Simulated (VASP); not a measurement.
Given:

```yaml
crystal:
  lattice:
    - [5.61255, 0.00000, 0.00000]
    - [-2.80627, 4.86061, 0.00000]
    - [0.00000, 0.00000, 9.12161]
  atoms:
    - { symbol: Tl, position: [0.33333, 0.66667, 0.00012] }
    - { symbol: Tl, position: [0.66667, 0.33333, 0.50012] }
    - { symbol: I, position: [0.33333, 0.66667, 0.37488] }
    - { symbol: I, position: [0.66667, 0.33333, 0.87488] }
```

Computed with PBE GGA, VASP's PBE PAW potentials (set 64) (plane waves; VASP). Numerical set-up: 400 eV cut-off, 5×5×3 Γ-centred mesh, tetrahedra with Blöchl corrections, potentials Tl_d I.

Question: Estimate the energy per atom (σ→0).

Answer: 
```yaml
energy per atom (σ→0): -2.482 eV/atom
```

The absolute energy has meaning only against runs of the same code, potentials and settings.

The structure was generated: TlI was put into the wurtzite type (P6_3mc), which need not be its known phase. It was relaxed first, which changed the volume by +76 %.
